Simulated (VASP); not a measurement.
VASP ran on this input.

File KPOINTS:
```
Regular mesh
0
G
  8 8 8
0 0 0
```

### POSCAR
```
GaP
1
    0.0000000000     2.7505269280     2.7505269280
    2.7505269280     0.0000000000     2.7505269280
    2.7505269280     2.7505269280     0.0000000000
Ga P
1 1
Direct
  0.0000000000   0.0000000000   0.0000000000
  0.2500000000   0.2500000000   0.2500000000
```

INCAR:
```
EDIFFG = -0.01   ! ionic stop
LCHARG = .FALSE.
ISMEAR = 0
SIGMA = 0.05   ! width (eV)
IBRION = 2   ! conjugate gradients
GGA = PE   ! PBE
SYSTEM = GaP
EDIFF = 1E-6   ! SCF stop (eV)
NELM = 100   ! most electronic steps
LASPH = .TRUE.
PREC = Accurate
LREAL = .FALSE.
ISIF = 3   ! ions, shape and volume
ALGO = Normal   ! blocked Davidson
ENCUT = 400
NSW = 60
LMAXMIX = 4
LWAVE = .FALSE.
```

POTCAR, in this order: Ga_d P (PBE.64 set). Program: vasp_std.

**Question.** Translate this PBE calculation to Ansatz.

**Answer.** One equivalent input (not run):
Ansatz 0.2 input:
```yaml
crystal:
  lattice:
    - [0.0000000, 2.7505269, 2.7505269]
    - [2.7505269, 0.0000000, 2.7505269]
    - [2.7505269, 2.7505269, 0.0000000]
  atoms:
    - { symbol: Ga, position: [0.0000000, 0.0000000, 0.0000000] }
    - { symbol: P, position: [0.2500000, 0.2500000, 0.2500000] }
kpoints:
  mp_grid: { grid: [8, 8, 8] }
hamiltonian:
  xc: pbe
  pseudopotentials: { kind: paw }
scf:
  occupations: { method: gaussian, width: 0.05 }
  max_iter: 100
relax:
  max_steps: 60
  f_tol: 0.01
  cell: {}
output: { forces: true, stress: true, eigenvalues: true }
```
Limits of the translation: each code has its own PAW files, so the cut-off isn't converted (ENCUT is set for VASP's; basis.ecutwfc is left out, and Ansatz then takes the one that its files recommend); Ansatz stops its SCF on the density residual and VASP on the energy change (EDIFF).

The structure was generated: GaP was put into the zinc blende type (F-43m), which need not be its known phase. It was relaxed first, which changed the volume by +13 %. The start is the result of an earlier pass.
